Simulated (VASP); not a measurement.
VASP runs on LaGe2 (space group Fddd) share one base input (PBE GGA, plane waves, VASP's PBE PAW potentials (set 64)) and change the settings named in each case.

**KPOINTS**
```
Automatic mesh
0
Gamma
3 3 3
0 0 0
```

INCAR:
```
SYSTEM = LaGe2
PREC = Accurate; ENCUT = 300; LREAL = .False.
LASPH = .True.
EDIFF = 1E-6; NELM = 100; ALGO = Normal
LMAXMIX = 6
ISMEAR = 0; SIGMA = 0.1
GGA = PE
ISIF = 2
LWAVE = .False.; LCHARG = .False.
```

**POSCAR**
```
LaGe2
1
    0.0000000000     4.8402700000     5.0061970000
    2.8103320000     0.0000000000     5.0061970000
    2.8103320000     4.8402700000     0.0000000000
Ge La
4 2
Direct
  0.6635000000   0.3365000000   0.6635000000
  0.3365000000   0.6635000000   0.3365000000
  0.5865000000   0.9135000000   0.5865000000
  0.9135000000   0.5865000000   0.9135000000
  0.0000000000   0.0000000000   0.0000000000
  0.2500000000   0.2500000000   0.2500000000
```

POTCAR, in this order: Ge_d La (PBE.64 set). Program: vasp_std.

| change | E(σ→0) (eV/atom) | pressure (GPa) | largest force (eV/Å) | −TS (eV) |
|---|---|---|---|---|
| base run | -4.9041 | 5.01 | 0.615 | -0.0459 |
| GGA = PS | -5.3963 | 1.54 | 0.593 | -0.0465 |
| GGA_COMPAT = .FALSE., LNONCOLLINEAR = .TRUE., LSORBIT = .TRUE., MAGMOM = 0.0 0.0 0.0 0.0 0.0 0.0 0.0 0.0 0.0 0.0 0.0 0.0 0.0 0.0 0.0 0.0 0.0 0.0, program vasp_ncl | -5.0101 | 4.92 | 0.611 | -0.0444 |
| KPOINTS 5×5×5 Γ-centred mesh | -4.9273 | 4.92 | 0.491 | -0.0184 |
 Energies of different potentials or functionals have different zeros.  At 300 eV the pressure can carry a Pulay error.

Left out are runs that ran out of time, are held back, or changed the cell or the kind of run, fixed moments of cells without a moment, rows past the twelfth, gaps on odd meshes, pressures of charged cells and columns that move by less than the noise.

The structure was generated: LaGe2 was put into an ordered model structure, which need not be its known phase. The cell was not relaxed at this level, forces remain on its atoms.
